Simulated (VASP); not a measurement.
VASP ran on this input.

File POSCAR:
```
AlN
1.0
  0.0000000000   2.2243087531   2.2243087531
  2.2243087531   0.0000000000   2.2243087531
  2.2243087531   2.2243087531   0.0000000000
Al N
1 1
Cart
  0.0000000000   0.0000000000   0.0000000000
  1.1121543765   1.1121543765   1.1121543765
```

### INCAR
```
# general
SYSTEM  =AlN
PREC    =Accurate
ENCUT   =520
LREAL   =.FALSE.
LASPH   =.TRUE.

# electronic loop
EDIFF   =1E-7
NELM    =100
ALGO    =Normal
LMIXTAU =.TRUE.

# smearing
ISMEAR  =0
SIGMA   =0.05

# functional
METAGGA =R2SCAN
LUSE_VDW=.TRUE.
BPARAM  =11.95
CPARAM  =0.0093

# ions
ISIF    =2

# output
LWAVE   =.FALSE.
LCHARG  =.FALSE.
```

File KPOINTS:
```
Automatic mesh
0
gamma
  10 10 10
```

POTCAR, in this order: Al N (PBE.64 set). Program: vasp_std.

Q: Translate this r2SCAN+rVV10 calculation to Ansatz.

A: One equivalent input (not run):
Ansatz 0.2 input:
```yaml
crystal:
  lattice:
    - [0.0000000, 2.2243088, 2.2243088]
    - [2.2243088, 0.0000000, 2.2243088]
    - [2.2243088, 2.2243088, 0.0000000]
  atoms:
    - { symbol: Al, position: [0.0000000, 0.0000000, 0.0000000] }
    - { symbol: N, position: [0.2500000, 0.2500000, 0.2500000] }
kpoints:
  mp_grid: { grid: [10, 10, 10] }
hamiltonian:
  xc: r2scan
  dispersion: rvv10
  pseudopotentials: { kind: paw }
scf:
  occupations: { method: gaussian, width: 0.05 }
  max_iter: 100
output: { forces: true, stress: true, eigenvalues: true }
```
Limits of the translation: each code has its own PAW files, so the cut-off isn't converted (ENCUT is set for VASP's; basis.ecutwfc is left out, and Ansatz then takes the one that its files recommend); Ansatz stops its SCF on the density residual and VASP on the energy change (EDIFF).

The compound is AlN in the zinc blende structure, a metastable form; wurtzite is the usual one. This cell is one point of a volume scan, at 1.06 of the reference volume.
